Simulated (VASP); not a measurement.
Input for VASP

INCAR:
```
SYSTEM = Ag
PREC = Accurate
ENCUT = 400
EDIFF = 1E-6
NELM = 100
ALGO = Normal
LREAL = .FALSE.
LASPH = .TRUE.
ISMEAR = 0
SIGMA = 0.001
GGA = PE
LMAXMIX = 4
LWAVE = .FALSE.
LCHARG = .FALSE.
ISIF = 2
```

KPOINTS:
```
Automatic mesh
0
Gamma
4 4 4
0 0 0
```

### POSCAR
```
Ag
1
    0.0000000000     2.0450000000     2.0450000000
    2.0450000000     0.0000000000     2.0450000000
    2.0450000000     2.0450000000     0.0000000000
Ag
1
Direct
  0.0000000000   0.0000000000   0.0000000000
```

POTCAR, in this order: Ag (PBE.64 set). Program: vasp_std.

Output of the run:

File standard output:
```
 POSCAR found type information on POSCAR Ag
 POSCAR found :  1 types and       1 ions
 Reading from existing POTCAR
 Reading from existing POTCAR
 LDA part: xc-table for (Slater+PW92), standard interpolation
 POSCAR, INCAR and KPOINTS ok, starting setup
 WAVECAR not read
 entering main loop
       N       E                     dE             d eps       ncg     rms          rms(c)
DAV:   1     0.389012122574E+02    0.38901E+02   -0.49059E+03   144   0.870E+02
DAV:   2    -0.249552671330E+01   -0.41397E+02   -0.38434E+02   146   0.196E+02
DAV:   3    -0.278154973630E+01   -0.28602E+00   -0.28589E+00   183   0.195E+01
DAV:   4    -0.278197023996E+01   -0.42050E-03   -0.42050E-03   163   0.709E-01
DAV:   5    -0.278197255146E+01   -0.23115E-05   -0.23109E-05   192   0.473E-02    0.545E+00
DAV:   6    -0.253558968099E+01    0.24638E+00   -0.11298E+00   146   0.114E+01    0.348E+00
DAV:   7    -0.252628876648E+01    0.93009E-02   -0.14187E-02   148   0.126E+00    0.193E+00
DAV:   8    -0.252332223016E+01    0.29665E-02   -0.70111E-04   155   0.253E-01    0.913E-02
DAV:   9    -0.252333049574E+01   -0.82656E-05   -0.98975E-06   148   0.299E-02    0.150E-02
DAV:  10    -0.252333734549E+01   -0.68497E-05   -0.44435E-06   157   0.254E-02    0.777E-03
DAV:  11    -0.252333689606E+01    0.44944E-06   -0.15159E-07    72   0.417E-03
   1 F= -.25233369E+01 E0= -.25233133E+01  d E =-.472395E-04
```

**OUTCAR**
```
------------------------ aborting loop because EDIFF is reached ----------------------------------------
  FORCE on cell =-STRESS in cart. coord.  units (eV):
  Direction    XX          YY          ZZ          XY          YZ          ZX
  --------------------------------------------------------------------------------------
  Total        0.5161784      0.5161784      0.5161784      0.0000000      0.0000000      0.0000000
  in kB       48.3504493     48.3504493     48.3504493      0.0000000      0.0000000      0.0000000
  external PRESSURE =      48.3504493 kB  Pullay stress =       0.0000000 kB
  volume of cell :       17.10
      direct lattice vectors                 reciprocal lattice vectors
     0.000000000  2.045000000  2.045000000    -0.244498778  0.244498778  0.244498778
     2.045000000  0.000000000  2.045000000     0.244498778 -0.244498778  0.244498778
     2.045000000  2.045000000  0.000000000     0.244498778  0.244498778 -0.244498778
 POSITION                                       TOTAL-FORCE (eV/Angst)
 -----------------------------------------------------------------------------------
      0.00000      0.00000      0.00000         0.000000     -0.000000      0.000000
 -----------------------------------------------------------------------------------
    total drift:                                0.000000      0.000000      0.000000
  FREE ENERGIE OF THE ION-ELECTRON SYSTEM (eV)
  ---------------------------------------------------
  free  energy   TOTEN  =        -2.5233368961 eV

  energy  without entropy=       -2.5232896566  energy(sigma->0) =       -2.52331328
```
(Selected blocks of OUTCAR.)

Problem. The run ends quietly. Is anything wrong with it?

Solution. The cause: a metal was run with a tiny SIGMA on a coarse mesh. The run ends without an error. Against the sound run, the energy per atom (σ→0) rises by 0.180 eV/atom; the pressure rises by 0.84 GPa. To mend it, set ISMEAR = 1, set SIGMA = 0.1, correct KPOINTS.
**KPOINTS**
```
Automatic mesh
0
Gamma
12 12 12
0 0 0
```
The mended run (PBE GGA, plane waves, VASP's PBE PAW potentials (set 64)) converges, and its OSZICAR ends with
```
   1 F= -.27031622E+01 E0= -.27029940E+01  d E =-.504691E-03
```

The compound is Ag in the fcc structure. The cell was not relaxed at this level.
